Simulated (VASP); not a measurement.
Here is the system:

```
CELL_PARAMETERS angstrom
     -2.51317     2.51317     2.51317
      2.51317    -2.51317     2.51317
      2.51317     2.51317    -2.51317
ATOMIC_POSITIONS crystal
  Ba 0.00000 0.00000 0.00000
```

Method: PBE GGA, VASP's PBE PAW potentials (set 64) (plane waves; VASP). Numerical set-up: 480 eV cut-off, 10×10×10 Γ-centred mesh, first-order Methfessel-Paxton smearing of 0.10 eV, potentials Ba_sv.

Unless said otherwise, spin-orbit coupling is left out, though it shifts the bands of the heavy elements here.

Estimate the energy per atom (σ→0), band gap (on the k-mesh) with the smallest direct gap where there is one.

| Item | Result |
|---|---|
| band gap (on the k-mesh) | none (metal, semimetal or under 0.01 eV) |
| energy per atom (σ→0) | -1.906 eV/atom |

Only differences to runs with the same potentials and settings are physical.

The compound is Ba in the bcc structure. It was relaxed first.
